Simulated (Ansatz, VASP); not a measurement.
**GaGe, level by level in two programs**

```xyz
2
Lattice="0.0000 2.8587 2.8587 2.8587 0.0000 2.8587 2.8587 2.8587 0.0000" Properties=species:S:1:pos:R:3 pbc="T T T"
Ge    0.0000    0.0000    0.0000
Ga    1.4293    1.4293    1.4293
```

Change from the starting cell: volume scaled by 0.96.

Single points on this cell with VASP 6.6.1 and Ansatz 0.2.0. Each row is one pair of runs. Alike in all rows: spin: off; k mesh: 8 × 8 × 8; smearing: fermi-dirac, width 0.05 eV; VASP's potentials, cutoff: VASP PAW PBE potentials, release 64 (Ge_d, Ga_d), 520 eV.

| level | Ansatz's potentials, cutoff | gap on the k mesh at the Fermi level (eV), VASP | gap on the k mesh at the Fermi level (eV), Ansatz | pressure (GPa), VASP | pressure (GPa), Ansatz |
| --- | --- | --- | --- | --- | --- |
| PBE | Ansatz PAW, 420 eV | none | none | 2.5 | 2.5 |
| PBE | Ansatz PAW earlier set, 1300 eV | none | none | 2.5 | 2.5 |
| PBE | JTH PAW, 3600 eV | none | none | 2.5 | 2.6 |
| PBE | SPMS NC, 925 eV | none | none | 2.5 | 2.7 |
| PBE | PseudoDojo standard (PBE files), 1088 eV | none | none | 2.5 | 2.6 |
| PBE | PseudoDojo stringent (PBE files), 1687 eV | none | none | 2.5 | 2.5 |
| PBE | Ansatz NC, 1088 eV | none | none | 2.5 | 2.5 |
| PBEsol | Ansatz PAW, 420 eV | none | none | -0.4 | -0.4 |

Pressure (GPa): the two programs differ by at most 0.17.

A gap of «none» marks a metal or a gap that the smearing closes.

Caveats: the PAW data sets were made with another functional, which shifts forces and pressure a little (VASP); the PAW data sets come from PBE, with cores solved anew for the run's functional, which leaves a small shift of forces and pressure (Ansatz).
